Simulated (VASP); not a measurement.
Input for VASP

**POSCAR**
```
Mo3Si
1
    4.6625320333    -0.0000000000    -0.0000000000
   -0.0000000000     4.6625320333     0.0000000000
   -0.0000000000    -0.0000000000     4.6625320333
Si Mo
2 6
Direct
  0.5000000000   0.5000000000   0.5000000000
  0.0000000000   1.0000000000   1.0000000000
  0.2500000000   0.0000000000   0.5000000000
  0.5000000000   0.2500000000   0.0000000000
  0.5000000000   0.7500000000   1.0000000000
  0.7500000000   1.0000000000   0.5000000000
  0.0000000000   0.5000000000   0.7500000000
  0.0000000000   0.5000000000   0.2500000000
```

### INCAR
```
NELM=100   ! most electronic steps
NSW=40   ! most ionic steps
LREAL=.FALSE.   ! projection in real space or not
GGA=PS   ! PBEsol
IBRION=2
PREC=Accurate
ISMEAR=1
LMAXMIX=4   ! l cut-off of mixed one-centre charges
ISIF=3
EDIFF=1E-6
PSTRESS=450   ! kbar
ALGO=Normal
ENCUT=500
SYSTEM=Mo3Si
EDIFFG=-0.02
LCHARG=.FALSE.
LWAVE=.FALSE.
LASPH=.TRUE.
SIGMA=0.1
```

File KPOINTS:
```
kpoints
0
gamma
 7 7 7
0 0 0
```

POTCAR, in this order: Si Mo_sv (PBE.64 set). Program: vasp_std.

Task: Translate this PBEsol calculation to Quantum ESPRESSO's pw.x.

Result: One equivalent input (not run):
```
&CONTROL
  calculation = 'vc-relax'
  pseudo_dir = './pseudo'
  outdir = './out'
  tprnfor = .true.
  tstress = .true.
  nstep = 40
  forc_conv_thr = 0.00078
/
&SYSTEM
  ibrav = 0
  nat = 8
  ntyp = 2
  ecutwfc = 80
  occupations = 'smearing'
  smearing = 'methfessel-paxton'
  degauss = 0.00735
  input_dft = 'pbesol'
/
&ELECTRONS
  conv_thr = 7.3e-08
  electron_maxstep = 100
/
&IONS
/
&CELL
  press = 450
/
ATOMIC_SPECIES
  Si 28.085 Si.upf
  Mo 95.950 Mo.upf
CELL_PARAMETERS angstrom
     4.6625320   -0.0000000   -0.0000000
    -0.0000000    4.6625320    0.0000000
    -0.0000000   -0.0000000    4.6625320
ATOMIC_POSITIONS crystal
  Si   0.5000000  0.5000000  0.5000000
  Si   0.0000000  1.0000000  1.0000000
  Mo   0.2500000  0.0000000  0.5000000
  Mo   0.5000000  0.2500000  0.0000000
  Mo   0.5000000  0.7500000  1.0000000
  Mo   0.7500000  1.0000000  0.5000000
  Mo   0.0000000  0.5000000  0.7500000
  Mo   0.0000000  0.5000000  0.2500000
K_POINTS automatic
  7 7 7 0 0 0
```
What does not carry over: the potentials are each code's own (VASP's PAW set, PseudoDojo norm-conserving files in pw.x), so ENCUT and ecutwfc are chosen apart and not converted; conv_thr bounds pw.x's estimated SCF error, while EDIFF bounds the energy change between steps; forc_conv_thr acts on force components and is met together with etot_conv_thr.

The compound is Mo3Si in the A15 structure. It was relaxed first under an external pressure of 45 GPa.
